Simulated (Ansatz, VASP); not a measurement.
# Mn3Sn in two plane-wave programs

Aim: how closely do two programs agree when they are given the same cell, functional and k mesh? The structure shown comes from an earlier Ansatz run, which isn't shown and may have moved the atoms alone.

Method: plane waves, with VASP 6.6.1 beside it; elastic constants at PBEsol, in Ansatz 0.2.0.

### 1. The starting structure

It takes space group P6_3/mmc (No. 194, hexagonal). Conventional cell: a = 5.365 Å, b = 5.365 Å, c = 4.273 Å, α = 90.00°, β = 90.00°, γ = 120.00°. Nearest to Mn lie 6 Mn at 2.47 to 2.57 Å and 4 Sn at 2.69 to 2.71 Å. Nearest to Sn lie 12 Mn at 2.69 to 2.71 Å. Farther neighbours are not listed.

Structure file:

```cif
data_structure
_symmetry_space_group_name_H-M 'P6_3/mmc'
_symmetry_Int_Tables_number 194
_cell_length_a 5.3650
_cell_length_b 5.3650
_cell_length_c 4.2733
_cell_angle_alpha 90.000
_cell_angle_beta 90.000
_cell_angle_gamma 120.000
_cell_volume 106.52
loop_
_atom_site_label
_atom_site_type_symbol
_atom_site_symmetry_multiplicity
_atom_site_Wyckoff_symbol
_atom_site_fract_x
_atom_site_fract_y
_atom_site_fract_z
_atom_site_occupancy
Mn1 Mn 6 h 0.84670 0.69340 0.25000 1
Sn1 Sn 2 c 0.33333 0.66667 0.25000 1
```

### 2. Ansatz: elastic constants, PBEsol

Ansatz runs on its default PAW (the set named soft_2) files.

Elastic constants are differences of stresses under small strains, so they test the stress and the mesh.

The input, input.yaml:

```yaml
crystal:
  lattice:
    - [5.3650157176, 0.0, 0.0]
    - [-2.6825078588, 4.6462399032, 0.0]
    - [0.0, 0.0, 4.2733255138]
  atoms:
    - { symbol: Mn, position: [0.8466878315, 0.6933756631, 0.25], spin: 2.06 }
    - { symbol: Mn, position: [0.1533121921, 0.8466878079, 0.75], spin: -2.06 }
    - { symbol: Mn, position: [0.3066243369, 0.1533121685, 0.25], spin: 2.06 }
    - { symbol: Mn, position: [0.1533121921, 0.3066243841, 0.75], spin: -2.06 }
    - { symbol: Mn, position: [0.8466878315, 0.1533121685, 0.25], spin: 2.06 }
    - { symbol: Mn, position: [0.6933756159, 0.8466878079, 0.75], spin: -2.06 }
    - { symbol: Sn, position: [0.3333333333, 0.6666666667, 0.25] }
    - { symbol: Sn, position: [0.6666666667, 0.3333333333, 0.75] }
kpoints:
  mp_grid: { grid: [3, 3, 4] }
hamiltonian:
  xc: pbesol
scf:
  occupations: { method: gaussian, width: 0.05 }
output:
  forces: true
  stress: true
  eigenvalues: true
  populations: true
magnetization:
  spin_polarized: true
elastic:
  mode: relaxed_ion
  stencil: two_point
  amplitude: 0.002
```

Run with:

```console
$ ansatz run input.yaml --threads 4 --pin off --max-ram 16384MiB --backend cpu --events-out ev --progress --plain --runs-dir out
```

Numbers of over 12 decimals in the logs are rounded to 6 here.

The log of the run:

```text
Engine: ansatz 0.2.0, aarch64-unknown-linux-gnu
Pseudopotentials: kind: paw
Pseudopotential: Mn, paw, valence charge 15, recommended cutoff 420 eV (normal), Mn.paw.azcp
Pseudopotential: Sn, paw, valence charge 14, recommended cutoff 420 eV (normal), Sn.paw.azcp
Functional definition: PBEsol
  exchange = pbesol_x
  correlation = pbesol_c
Crystal: 8 atoms, lattice volume = 106.522 Å³
Basis set: ecut = 420 eV, 2061 PW (Γ), exchange–correlation on 72×72×60 points (8 copies of the dense FFT grid, shifted against one another)
Bands: 79, of which v1, the nominal top of the filled ones, is band 59 counted from 1 (58 counted from 0)
Symmetry: 12 space group operations
Space group: P-6m2 (ITA 187), of the structure as read, at distance tolerance 4.7e-5 Å
Magnetic group: BNS 194.267 (UNI 1497), of the structure as read, at distance tolerance 4.7e-5 Å
k-points: 9 of 36 (time reversal used)
Non-local potential: Mn, projectors of the file, l = 0: 3, l = 1: 2, l = 2: 3, l = 3: 1
Non-local potential: Sn, projectors of the file, l = 0: 2, l = 1: 2, l = 2: 2, l = 3: 2
PAW form: soft (Blöchl's): semilocal exchange-correlation on the pseudo side does not see the compensation charge
PAW frozen core: Mn, regenerated for the run's functional, and the local potential with it (the file was generated under x = pbe(κ = 0.804, μ = 0.219515), c = pbe(β = 0.066725))
PAW frozen core: Sn, regenerated for the run's functional, and the local potential with it (the file was generated under x = pbe(κ = 0.804, μ = 0.219515), c = pbe(β = 0.066725))
PAW one-centre angular grid: Mn, 590 points (default); XC on 64 Gauss nodes
PAW one-centre angular grid: Sn, 590 points (default); XC on 64 Gauss nodes
Initial density: superposition of atomic densities (chi_scale 0.1, normalization cell)
Starting moments: Σ|m| = 12.36 μB on 6 of 8 sites
Starting magnetic order: antiferromagnet; an inversion exchanges its spin sublattices: spin-degenerate at every k-point
Initial wavefunctions: pseudopotential atomic-orbital guess
Functional: x = pbesol(κ = 0.804, μ = 0.123457), c = pbesol(β = 0.046)
SCF 1 converged in 12 iterations: F = -35111.307981 eV  dr2 = 1.89e-9
  greatest PAW one-centre occupation: 1.001 electrons in one spin orbital (limit 2), on the Mn atom at site 1 (counted from 0), in its partial waves of l = 1
a single point of the input's cell can leave the moments in the input for a lower state (scf.lower_state_search): this run first made a single point of its cell. This run's own SCFs start from the density of the state that the single point found, with the moments in the input. The single point stayed on the moments in the input.
Initial density: read from a saved state, or passed on in memory by an earlier SCF of this step, an earlier step, the calling program or the single point that the run made first
Stability of the state it starts from, as read at its close in the collinear treatment: not read negative (Ritz values of 1 − χ₀K, real part plus size of imaginary part, from 0.78 to 1.0, by its mixing steps under the symmetry group of the SCF that read it); its run was given moments
Starting moments: Σ|m| = 12.36 μB on 6 of 8 sites; this step starts from the density that it was given
iter 1 solved again at ethr=6.51e-8 eV; its pass at ethr=3.10e-3 eV (dr2=7.68e-5 eV) is discarded
SCF iter   1: F=—  HF=-35111.307962 eV  |F-HF|=—  |Δ(HF+E_count)|=         —  Δρ=6.72e-7 (↑6.71e-7 ↓6.72e-7)  dr2=9.47e-10  dr2_m=2.62e-10  M=0.000 μB ∫|m|=11.973 μB  β_m=0.65  ethr=6.51e-8  ⟨swp⟩=3.8  Hψ=9161  notcnv=0
eigensolver tolerance schedule: the retry pair's looser diagonalisation over-reported the residual by 81155.22 of it (diagonalisation noise at an unbounded share of the residual, at the tolerance the schedule requests for it); recorded, not acted on — ethr = c·dr2/N_el stays at c = 1.0e-1
preconditioner: auto → Resta (q_TF=auto, 2.775 Å⁻¹)  ε∞=8.1  [insulator: Δε(μ)=0.091 eV  Ē_g=11.322 eV  σ=0.050 eV  W_gap=0.80  n_scr=44 (ndim 8)  ℏωp=30.1 eV  f_vac=0.000  D(μ)=3.38/eV (n_scr^D=26)  ε∞_Penn≈8.1]
spin=Collinear: Resta preconditioning applied to the charge; magnetization (m = ρ↑ − ρ↓) channel mixes plain (no charge-response kernel on spin).
SCF iter   2: F=—  HF=-35111.307981 eV  |F-HF|=—  |Δ(HF+E_count)|=   1.93e-5  Δρ=3.50e-7 (↑3.06e-7 ↓3.50e-7)  dr2=6.15e-10  dr2_m=2.89e-11  M=0.000 μB ∫|m|=11.973 μB  β_m=0.42  ethr=8.02e-13 (applied; sched 1.00e-12)  ⟨swp⟩=4.0  Hψ=3825  notcnv=0
SCF iter   3: F=—  HF=-35111.307981 eV  |F-HF|=—  |Δ(HF+E_count)|=  4.37e-11  Δρ=2.59e-7 (↑2.29e-7 ↓2.59e-7)  dr2=3.46e-10  dr2_m=1.40e-11  M=0.000 μB ∫|m|=11.973 μB  β_m=0.71  ethr=5.22e-13 (applied; sched 1.00e-12)  ⟨swp⟩=1.0  Hψ=1422  notcnv=0
[...]
Per-site moments (μB) at R_I (Å): [(1.870713, 1.017784), (-1.870713, 1.017784), (1.870713, 1.017784), (-1.870713, 1.017784), (1.870713, 1.017784), (-1.870713, 1.017784), (-0.00958561, 1.107720), (0.00958561, 1.107720)]
Free energy (F): -35111.307981 eV
Harris-Foulkes:  -35111.307981 eV  (|F-HF|=7.28e-12)
Internal energy: -35111.303753 eV  (E = F + TS)
E sigma→0 (E₀):  -35111.305867 eV
Entropy (-TS):   -0.004228 eV (-0.529 meV/atom)
Fermi energy:    18.269509 eV
--- Per-component energies (eV) ---
  E_band       = -1083.058693
  E_kinetic    = 2232.597524
  E_local      = -11670.885490  (includes V_loc(G=0)·N_el)
  E_nonlocal   = 1397.888363
  E_hartree    = 5272.366022
  E_xc         = -1445.158225
  E_vxc        = -1077.749152  (∫ρ·V_xc dr)
  E_paw        = -15760.422031  (= ΣΔE_a)
  E_vpaw       = -2509.641933  (= ΣTr[D̂ρ^β])
  E_aug_tail   = -0.000057  (compensation charges beyond the density's cutoff)
  E_ewald      = -15139.277439
  E_core_change = 1.587581  (= ΣΔE_core)
  E_smearing   = -0.004228  (= −TS)
  E_closure    = 0.000000  (closes the sum)
  Σ components = -35111.307981   (vs F -35111.307981, Δ=0.00e0)
--- Forces (eV/Å), atoms counted from 1 ---
  atom   1  Mn     0.00000000    -0.00000048     0.00000000
  atom   2  Mn     0.00000043    -0.00000025     0.00000000
  atom   3  Mn     0.00000042     0.00000024     0.00000000
  atom   4  Mn     0.00000000     0.00000050     0.00000000
  atom   5  Mn    -0.00000042     0.00000024     0.00000000
  atom   6  Mn    -0.00000043    -0.00000025     0.00000000
  atom   7  Sn     0.00000000     0.00000000     0.00000000
  atom   8  Sn     0.00000000    -0.00000000     0.00000000
  max |Σ_I F_I| component: 8.10e-18 eV/Å
--- Stress (GPa, compression-positive) ---
        0.007275       0.000000       0.000000
        0.000000       0.007275       0.000000
        0.000000       0.000000      -0.024911
  P = ⅓ Tr σ = -0.0035 GPa (-0.035 kbar)
--- Band table (eV; the first three rows and the last of 18) ---
  k-point 0 ↑: bands = [... 55 lower, 17.5872, 17.5872, 17.7017, 17.7017, 18.3259, 18.7480, 19.3099, 19.3099, ... 16 higher]
  k-point 1 ↑: bands = [... 55 lower, 17.3501, 17.3501, 17.4610, 17.4610, 18.0387, 18.7525, 19.3299, 19.3299, ... 16 higher]
  k-point 2 ↑: bands = [... 55 lower, 17.1667, 17.1667, 17.6089, 17.6089, 18.2184, 18.7500, 18.8943, 19.1891, ... 16 higher]
  k-point 8 ↓: bands = [... 55 lower, 17.2178, 17.4218, 17.6567, 18.4193, 18.6162, 18.7155, 18.7921, 18.9661, ... 16 higher]
--- Elastic constants: 3 strain directions × 2 members + reference (group order 12) ---
  dense FFT box of the reference and of every strained cell: 36×36×30
  strains applied: 11, 33, 23; error gains: componentwise 1.00 (the most a stress slope's error grows in a printed constant), spectral 1.41 (1 for all six strains in a standard setting)
  reference relaxed by the batch: 3 steps; max|allowed force component| 1.34e-3 eV/Å at the deck's positions, 4.12e-7 at the last accepted step, 5.02e-7 by the solve of record
  largest displacement 1.2e-4 Å; the constants are those of the deck's cell at these positions:
  atoms:
    - { symbol: Mn, position: [0.846701, 0.693402, 0.250000] }
    - { symbol: Mn, position: [0.153299, 0.846701, 0.750000] }
    - { symbol: Mn, position: [0.306598, 0.153299, 0.250000] }
    - { symbol: Mn, position: [0.153299, 0.306598, 0.750000] }
    - { symbol: Mn, position: [0.846701, 0.153299, 0.250000] }
    - { symbol: Mn, position: [0.693402, 0.846701, 0.750000] }
    - { symbol: Sn, position: [0.333333, 0.666667, 0.250000] }
    - { symbol: Sn, position: [0.666667, 0.333333, 0.750000] }
  C = ∂σ_k/∂η_j (tension-positive GPa; Voigt order 11 22 33 23 13 12):
       282.406    103.393     87.457      0.000      0.000      0.000
       103.393    282.406     87.457      0.000      0.000      0.000
        87.595     87.595    315.173      0.000      0.000      0.000
         0.000      0.000      0.000     38.627      0.000      0.000
         0.000      0.000      0.000      0.000     38.627      0.000
         0.000      0.000      0.000      0.000      0.000     89.506
  reference stress σ⁰ (GPa):     -0.007     -0.007      0.025     -0.000     -0.000     -0.000
  C* (energy form; C + prestress term) asymmetry max|C*_kj − C*_jk| = 1.700e-1 GPa — a small one proves nothing (zero by symmetry where the batch's group is 432, −43m or m−3m); a large one is finite-difference/SCF noise where every solve meets its electron count
  moduli (Voigt/Reuss/Hill, GPa): K = 159.65/159.56/159.61   G = 73.45/60.14/66.80   E = 175.86   ν = 0.316
  mechanically stable: yes (min eigenvalue of sym C = 38.63 GPa)
  strain η (Voigt 11):  stress-route row diagonal C_11 = 282.41 GPa, energy-path curvature d²(F+E_count+ΔE)/dδ²/Ω₀ = 282.41 GPa
         δ    σ_11 (GPa)             F (eV)   n_scf  n_hpsi   n_pw
    -2.000e-3      -0.5764      -35111.3075999       2   13880   2098   relax 4 steps, max|allowed force component| 2.30e-5 eV/Å
     2.000e-3       0.5532      -35111.3076549       4   21684   2118   relax 4 steps, max|allowed force component| 6.19e-7 eV/Å
  strain η (Voigt 33):  stress-route row diagonal C_33 = 315.17 GPa, energy-path curvature d²(F+E_count+ΔE)/dδ²/Ω₀ = 315.73 GPa
         δ    σ_33 (GPa)             F (eV)   n_scf  n_hpsi   n_pw
    -2.000e-3      -0.6116      -35111.3075834       2   10338   2094   relax 3 steps, max|allowed force component| 3.20e-7 eV/Å
     2.000e-3       0.6491      -35111.3074902       2   10341   2118   relax 3 steps, max|allowed force component| 1.15e-6 eV/Å
  strain η (Voigt 23):  stress-route row diagonal C_44 = 38.63 GPa, energy-path curvature d²(F+E_count+ΔE)/dδ²/Ω₀ = 38.91 GPa
         δ    σ_23 (GPa)             F (eV)   n_scf  n_hpsi   n_pw
    -2.000e-3      -0.0773      -35111.3079308       2   16196   2106   relax 3 steps, max|allowed force component| 4.43e-6 eV/Å
     2.000e-3       0.0773      -35111.3079308       2   16189   2106   relax 4 steps, max|allowed force component| 3.03e-5 eV/Å
--- Löwdin populations: 8 sites ---
  site symbol       q [e]    m [muB]
     0     Mn     14.6504     2.0246
     1     Mn     14.6504    -2.0246
     2     Mn     14.6504     2.0246
     3     Mn     14.6504    -2.0246
     4     Mn     14.6504     2.0246
     5     Mn     14.6504    -2.0246
     6     Sn     14.5858    -0.0499
     7     Sn     14.5858     0.0499
  spilling = 0.007845 (of n_electrons = 118.000000)
```

[end of part 1 of 3]

[Lines on the potential files, build, host, timing and source positions are cut from VASP's logs without a mark.]

[Logs are printed without paths, hosts, clocks, repeated set-up lines and the standing remarks that a program may print on its own settings, such as how far it seeks lower states.]

[Hosts, paths, dates, database ids (printed as entryN), source tags and the programs' standing remarks are cut or masked in the printed files.]
